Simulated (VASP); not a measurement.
A run of VASP 6.6.1:

Contents of INCAR:

```
ALGO = Fast
EDIFF = 1E-6
ENCUT = 520
GGA = PS
ISIF = 2
ISMEAR = -1
IVDW = 12
LASPH = True
LCHARG = True
LELF = True
LREAL = False
LVHAR = True
LWAVE = False
NBANDS = 58
NELM = 100
PREC = Accurate
SIGMA = 0.1
```

Contents of KPOINTS:

```
k-points
0
Gamma
  2 3 3
```

File POSCAR:

```
Ta2Ti6H
1.0
    8.2661080000      0.0000000000      0.0000000000
    0.0000000000      4.1330540000      0.0000000000
    0.0000000000      0.0000000000      4.1330540000
Ti Ta H
6 2 1
Direct
    0.0000000000      0.5000000000      0.5000000000
    0.2500000000      0.0000000000      0.5000000000
    0.2500000000      0.5000000000      0.0000000000
    0.5000000000      0.5000000000      0.5000000000
    0.7500000000      0.0000000000      0.5000000000
    0.7500000000      0.5000000000      0.0000000000
    0.0000000000      0.0000000000      0.0000000000
    0.5000000000      0.0000000000      0.0000000000
   -0.2500000000     -0.5000000000      0.5000000000
```

Potentials or basis: VASP PAW PBE potentials, release 64 (Ti_sv, Ta_pv, H).

Command:

```bash
$ cat potpaw_PBE.64/Ti_sv/POTCAR potpaw_PBE.64/Ta_pv/POTCAR potpaw_PBE.64/H/POTCAR > POTCAR
$ mpirun -np 1 vasp_std > vasp.out
```

Hardware: 1 thread of Intel(R) Xeon(R) Platinum 8488C (Sapphire Rapids) (shared host).

Problem. Estimate the wall time of this run.

Solution. Wall time 2.8 min on 1 thread of Intel(R) Xeon(R) Platinum 8488C (Sapphire Rapids), on a shared host, peak memory 0.27 GiB. Counts: scf iterations 43, k points 6.
